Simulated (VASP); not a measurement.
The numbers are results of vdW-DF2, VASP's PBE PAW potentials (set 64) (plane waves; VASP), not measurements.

A VASP calculation is set up with these files.

### KPOINTS
```
Automatic mesh
0
Gamma
6 6 6
0 0 0
```

INCAR:
```
# general
SYSTEM  =MnS
PREC    =Accurate
ENCUT   =520   # plane-wave cut-off (eV)
LREAL   =F   # projection in real space or not
LASPH   =T   # aspherical one-centre terms

# electronic loop
EDIFF   =1E-6
NELM    =100
ALGO    =Normal   # blocked Davidson
LMAXMIX =4   # l cut-off of mixed one-centre charges

# smearing
ISMEAR  =0
SIGMA   =0.05

# functional
GGA     =ML
LUSE_VDW=T
AGGAC   =0.0
ZAB_VDW =-1.8867

# spin
ISPIN   =2
MAGMOM  =4.2 -4.2 0.0 0.0

# ions
IBRION  =2
NSW     =60   # most ionic steps
ISIF    =3
EDIFFG  =-0.02

# output
LWAVE   =F
LCHARG  =F
LORBIT  =10
```

### POSCAR
```
MnS
1.0
  5.2624496222   2.6227494610   2.6227494610
  2.6227494610   5.2624496222   2.6227494610
  2.6227494610   2.6227494610   5.2624496222
Mn S
2 2
Cartesian
  0.0000000000   0.0000000000   0.0000000000
  5.2539742721   5.2539742721   5.2539742721
  2.6269871360   2.6269871360   2.6269871361
  7.8809614082   7.8809614082   7.8809614082
```

POTCAR, in this order: Mn_pv S (PBE.64 set). Program: vasp_std.

The resulting files:

File OSZICAR:
```
       N       E                     dE             d eps       ncg     rms          rms(c)
DAV:   1     0.382549018918E+03    0.38255E+03   -0.21609E+04  3176   0.176E+03
DAV:   2     0.171992296892E+02   -0.36535E+03   -0.36062E+03  2986   0.471E+02
DAV:   3    -0.181095438837E+02   -0.35309E+02   -0.34532E+02  4353   0.131E+02
DAV:   4    -0.192734590268E+02   -0.11639E+01   -0.11633E+01  3343   0.224E+01
DAV:   5    -0.193013895376E+02   -0.27931E-01   -0.27925E-01  3730   0.402E+00    0.140E+01
DAV:   6    -0.168539284140E+02    0.24475E+01   -0.25793E+01  3978   0.434E+01    0.135E+01
DAV:   7    -0.168129299241E+02    0.40998E-01   -0.24449E+00  3583   0.184E+01    0.765E+00
DAV:   8    -0.168344463549E+02   -0.21516E-01   -0.20962E-01  3767   0.388E+00    0.397E+00
DAV:   9    -0.168365451528E+02   -0.20988E-02   -0.58280E-02  3972   0.220E+00    0.526E-01
DAV:  10    -0.168377109860E+02   -0.11658E-02   -0.76635E-03  3639   0.920E-01    0.199E-01
DAV:  11    -0.168381176690E+02   -0.40668E-03   -0.17680E-03  3546   0.243E-01    0.108E-01
DAV:  12    -0.168382370295E+02   -0.11936E-03   -0.13875E-04  3434   0.132E-01    0.813E-02
DAV:  13    -0.168382943478E+02   -0.57318E-04   -0.49176E-05  3630   0.611E-02    0.450E-02
DAV:  14    -0.168383535732E+02   -0.59225E-04   -0.54002E-05  3063   0.713E-02    0.130E-02
DAV:  15    -0.168383465619E+02    0.70113E-05   -0.32875E-06  3364   0.179E-02    0.500E-03
DAV:  16    -0.168383474801E+02   -0.91819E-06   -0.62964E-07  1794   0.525E-03
   1 F= -.16838347E+02 E0= -.16838347E+02  d E =-.168383E+02  mag=     0.0000
```

File OUTCAR:
```
------------------------ aborting loop because EDIFF is reached ----------------------------------------
  FORCE on cell =-STRESS in cart. coord.  units (eV):
  Direction    XX          YY          ZZ          XY          YZ          ZX
  --------------------------------------------------------------------------------------
  Total        0.0692383      0.0692383      0.0692383     -0.0133798     -0.0133798     -0.0133798
  in kB        1.5150593      1.5150593      1.5150593     -0.2927749     -0.2927749     -0.2927749
  external PRESSURE =       1.5150593 kB  Pullay stress =       0.0000000 kB
  volume of cell :       73.22
      direct lattice vectors                 reciprocal lattice vectors
     5.262449622  2.622749461  2.622749461     0.284275954 -0.094554950 -0.094554950
     2.622749461  5.262449622  2.622749461    -0.094554950  0.284275954 -0.094554950
     2.622749461  2.622749461  5.262449622    -0.094554950 -0.094554950  0.284275954
 POSITION                                       TOTAL-FORCE (eV/Angst)
 -----------------------------------------------------------------------------------
      0.00000      0.00000      0.00000         0.000000      0.000000     -0.000000
      5.25397      5.25397      5.25397         0.000000      0.000000      0.000000
      2.62699      2.62699      2.62699        -0.000000     -0.000000      0.000000
      7.88096      7.88096      7.88096         0.000000     -0.000000     -0.000000
 -----------------------------------------------------------------------------------
    total drift:                                0.000000     -0.000000     -0.000000
  FREE ENERGIE OF THE ION-ELECTRON SYSTEM (eV)
  ---------------------------------------------------
  free  energy   TOTEN  =       -16.8383474801 eV

  energy  without entropy=      -16.8383474801  energy(sigma->0) =      -16.83834748

 total charge

# of ion       s       p       d       tot
------------------------------------------
    1        0.211   6.144   4.992  11.347
    2        0.211   6.144   4.992  11.347
    3        1.346   2.443   0.000   3.789
    4        1.346   2.443   0.000   3.789
--------------------------------------------------
tot          3.115  17.174   9.985  30.274

 magnetization (x)

# of ion       s       p       d       tot
------------------------------------------
    1        0.020   0.008   4.140   4.168
    2       -0.020  -0.008  -4.140  -4.168
    3        0.000   0.000   0.000   0.000
    4        0.000   0.000   0.000   0.000
--------------------------------------------------
tot          0.000   0.000  -0.000  -0.000

 reached required accuracy - stopping structural energy minimisation
```
(Selected blocks of OUTCAR.)

**OUTCAR**
```
 val. band max:        5.7471867313   @ k =   0.5000   0.5000   0.5000

 cond. band min:       6.5398586834   @ k =   0.5000   0.0000   0.0000


 Fermi energy:         6.0572856791

 spin component 1

 k-point     1 :       0.0000    0.0000    0.0000
  band No.  band energies     occupation
      1     -44.3275      1.00000
      2     -44.3229      1.00000
      3     -44.3229      1.00000
      4     -40.1092      1.00000
      5     -40.1092      1.00000
      6     -40.0971      1.00000
      7      -7.9318      1.00000
      8      -6.7617      1.00000
      9      -0.0762      1.00000
     10       2.0526      1.00000
     11       2.0526      1.00000
     12       3.3297      1.00000
     13       3.3297      1.00000
     14       3.5003      1.00000
     15       4.4762      1.00000
     16       4.4762      1.00000
     17       4.5199      1.00000
     18       4.6069      1.00000
     19       4.6069      1.00000
     20       6.8669      0.00000
     21       6.8669      0.00000
     22       6.9791      0.00000
     23       8.2228      0.00000

 k-point     2 :       0.1667    0.0000    0.0000
  band No.  band energies     occupation
      1     -44.3273      1.00000
      2     -44.3241      1.00000
      3     -44.3232      1.00000
      4     -40.1109      1.00000
      5     -40.1097      1.00000
      6     -40.0969      1.00000
      7      -7.7117      1.00000
      8      -6.7114      1.00000
      9       0.2646      1.00000
     10       1.8753      1.00000
     11       2.0998      1.00000
     12       2.6361      1.00000
     13       3.1367      1.00000
     14       3.3771      1.00000
     15       3.5046      1.00000
     16       4.0340      1.00000
     17       4.1833      1.00000
     18       4.8570      1.00000
     19       5.2753      1.00000
     20       6.8180      0.00000
     21       7.0272      0.00000
     22       7.0796      0.00000
     23       7.5745      0.00000
...
```

The compound is MnS in the rock salt, AFM-II order structure. It was relaxed first. The start is the result of an earlier pass.
